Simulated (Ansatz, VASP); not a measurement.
Two plane-wave programs on Mg6CrCu

```xyz
8
Lattice="4.9070 0.0000 0.0000 0.0000 3.0656 5.2656 0.0000 -3.0656 5.2656" Properties=species:S:1:pos:R:3 pbc="T T T"
Cu    2.4535    0.0000    8.7772
Cr    2.4535    0.0000    3.5058
Mg    0.0000    0.0000    1.7905
Mg    0.0000    0.0000    7.0632
Mg    0.0000    1.5382    4.3495
Mg    0.0000   -1.5382    4.3495
Mg    2.4535    1.5424    6.1446
Mg    2.4535   -1.5424    6.1446
```

The cell comes from a database or a generator and needn't be the stable form of this composition.

Alike in both runs: task single point; functional RPBE; k mesh 6 × 5 × 5; occupations gaussian, width 0.05 eV; collinear spin, ferromagnetic start.

|  | VASP | Ansatz |
| --- | --- | --- |
| version | VASP 6.6.1 | Ansatz 0.2.0 |
| potentials or method | VASP PAW PBE potentials, release 64 (Cu_pv, Cr_pv, Mg_pv) | Ansatz PAW |
| plane-wave cutoff (eV) | 520 | 420 |
| valence electrons in the cell | 77 | 93 |

|  | VASP | Ansatz | Ansatz less VASP |
| --- | --- | --- | --- |
| gap on the k mesh at the Fermi level (eV) | none | none | - |
| pressure (GPa) | 1.6 | 1.9 | +0.30 |
| largest component of the traceless stress (GPa) | 0.41 | 0.41 | -0.006 |
| rms of the force components (eV/Å) | 0.025 | 0.025 | 0.0000 |
| net moment per atom (μB) | 0.52 | 0.52 | -0.001 |
| size of the moment on the site where the two differ most (μB) | 3.73 | 3.82 | +0.092 |

Site moments also hang on the region over which each program counts them. Atom by atom the forces differ by 0.001 eV/Å (rms over components). A gap of «none» marks a metal or a gap that the smearing closes. The functional is the same, so the differences come from potentials, cutoffs and numerics. The two sets of potentials don't hold the same shells in valence.

Caveats: the PAW data sets were made with another functional, which shifts forces and pressure a little (VASP); the PAW data sets come from PBE, with cores solved anew for the run's functional, which leaves a small shift of forces and pressure (Ansatz).
